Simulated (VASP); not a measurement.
Method: PBEsol GGA, VASP's PBE PAW potentials (set 64) (plane waves; VASP 6.6.1).

A VASP calculation is set up with these files.

POSCAR:
```
Cd4S3Se
1
   -0.0000000000     2.9442498964     2.9442498964
    2.9442498964    -0.0000000000     2.9442498964
   11.7818965787    11.7818965787    -0.0048969930
Cd Se S
4 1 3
Direct
  0.0108566721   0.0108566721   0.9918574960
  0.9897044460   0.9897044460   0.2577216655
  0.9966245656   0.9966245656   0.5025315758
  0.0031596630   0.0031596630   0.7476302528
  0.2471799366   0.2471799366   0.0646150476
  0.2441921901   0.2441921901   0.3168558575
  0.2507886288   0.2507886288   0.5619085284
  0.2574938979   0.2574938979   0.8068795766
```

KPOINTS:
```
Automatic mesh
0
Gamma
7 7 2
0 0 0
```

**INCAR**
```
# general
SYSTEM   =  Cd4S3Se
PREC     =  Accurate
ENCUT    =  400
LREAL    =  .FALSE.   # projection in real space or not
LASPH    =  .TRUE.   # aspherical one-centre terms

# electronic loop
EDIFF    =  1E-7
NELM     =  100   # most electronic steps
ALGO     =  Normal
LMAXMIX  =  4

# smearing
ISMEAR   =  -5

# functional
GGA      =  PS   # PBEsol

# ions
ISIF     =  2   # forces and stress, cell fixed

# output
LWAVE    =  .FALSE.
LCHARG   =  .TRUE.
LORBIT   =  11   # lm-projected
NEDOS    =  601

# other
LEFG     =  .TRUE.
```

POTCAR, in this order: Cd Se S (PBE.64 set). Program: vasp_std.

Output of the run:

File OSZICAR:
```
       N       E                     dE             d eps       ncg     rms          rms(c)
DAV:   1     0.449484699639E+03    0.44948E+03   -0.30545E+04  2760   0.125E+03
DAV:   2    -0.286812209943E+00   -0.44977E+03   -0.44157E+03  3099   0.341E+02
DAV:   3    -0.280833994356E+02   -0.27797E+02   -0.27677E+02  3211   0.837E+01
DAV:   4    -0.284489803494E+02   -0.36558E+00   -0.36499E+00  3224   0.926E+00
DAV:   5    -0.284549562531E+02   -0.59759E-02   -0.59737E-02  3198   0.116E+00    0.154E+01
DAV:   6    -0.266264859324E+02    0.18285E+01   -0.45264E+00  3355   0.172E+01    0.119E+01
DAV:   7    -0.266045187121E+02    0.21967E-01   -0.19405E+00  3029   0.593E+00    0.381E+00
DAV:   8    -0.265648784800E+02    0.39640E-01   -0.36707E-01  3196   0.454E+00    0.941E-01
DAV:   9    -0.265645863232E+02    0.29216E-03   -0.41853E-02  3003   0.191E+00    0.281E-01
DAV:  10    -0.265642012994E+02    0.38502E-03   -0.26672E-03  3221   0.474E-01    0.111E-01
DAV:  11    -0.265643458120E+02   -0.14451E-03   -0.47361E-04  2963   0.121E-01    0.710E-02
DAV:  12    -0.265643815404E+02   -0.35728E-04   -0.57309E-05  3027   0.593E-02    0.191E-02
DAV:  13    -0.265643850266E+02   -0.34862E-05   -0.45663E-06  3234   0.128E-02    0.101E-02
DAV:  14    -0.265643878813E+02   -0.28547E-05   -0.48124E-06  2883   0.103E-02    0.707E-03
DAV:  15    -0.265643878268E+02    0.54502E-07   -0.29972E-07  2744   0.336E-03
   1 F= -.26564388E+02 E0= -.26564388E+02  d E =0.000000E+00
```

**OUTCAR**
```
------------------------ aborting loop because EDIFF is reached ----------------------------------------
  FORCE on cell =-STRESS in cart. coord.  units (eV):
  Direction    XX          YY          ZZ          XY          YZ          ZX
  --------------------------------------------------------------------------------------
  Total       -0.0710683     -0.0710683     -0.0710683      0.0157437     -0.0157437     -0.0157437
  in kB       -0.5573164     -0.5573164     -0.5573164      0.1234615     -0.1234615     -0.1234615
  external PRESSURE =      -0.5573164 kB  Pullay stress =       0.0000000 kB
  volume of cell :      204.31
      direct lattice vectors                 reciprocal lattice vectors
     0.000000000  2.944249896  2.944249896    -0.169787256  0.169857826  0.169787256
     2.944249896  0.000000000  2.944249896     0.169857826 -0.169787256  0.169787256
    11.781896579 11.781896579 -0.004896993     0.042429172  0.042429172 -0.042429172
 POSITION                                       TOTAL-FORCE (eV/Angst)
 -----------------------------------------------------------------------------------
     11.71793     11.71793      0.05907        -0.004565     -0.004565      0.004565
      5.95039      5.95039      5.82661         0.005206      0.005206     -0.005206
      8.85509      8.85509      5.86616         0.001754      0.001754     -0.001754
      8.81781      8.81781      0.01494        -0.001987     -0.001987      0.001987
      1.48905      1.48905      1.45520        -0.002572     -0.002572      0.002572
      4.45213      4.45213      1.43637         0.004054      0.004054     -0.004054
      7.35873      7.35873      1.47402         0.000445      0.000445     -0.000445
     10.26470     10.26470      1.51230        -0.002334     -0.002334      0.002334
 -----------------------------------------------------------------------------------
    total drift:                                0.000104      0.000104     -0.000111
  FREE ENERGIE OF THE ION-ELECTRON SYSTEM (eV)
  ---------------------------------------------------
  free  energy   TOTEN  =       -26.5643878268 eV

  energy  without entropy=      -26.5643878268  energy(sigma->0) =      -26.56438783

 total charge

# of ion       s       p       d       tot
------------------------------------------
    1        0.452   0.343   9.549  10.344
    2        0.433   0.322   9.554  10.309
    3        0.430   0.326   9.556  10.312
    4        0.430   0.326   9.556  10.312
    5        1.444   2.398   0.025   3.867
    6        1.319   2.368   0.000   3.687
    7        1.319   2.369   0.000   3.687
    8        1.319   2.368   0.000   3.687
--------------------------------------------------
tot          7.146  10.819  38.240  56.206

 Electric field gradients after diagonalization (V/A^2)
 (convention: |V_zz| > |V_xx| > |V_yy|)
----------------------------------------------------------------------
 ion       V_xx      V_yy      V_zz     asymmetry (V_yy - V_xx)/ V_zz
----------------------------------------------------------------------
   1       4.329     4.326    -8.654       0.000
   2      -5.067    -5.064    10.131       0.000
   3       1.035     1.032    -2.067       0.001
   4       0.821     0.818    -1.640       0.002
   5     -19.606   -19.605    39.211       0.000
   6       2.874     2.873    -5.747       0.000
   7       2.773     2.773    -5.545       0.000
   8       2.142     2.140    -4.283       0.000
```
(Selected blocks of OUTCAR.)

The structure was generated: Cd4S3Se was put into an ordered model structure (R3m), which need not be its known phase. It was relaxed first.
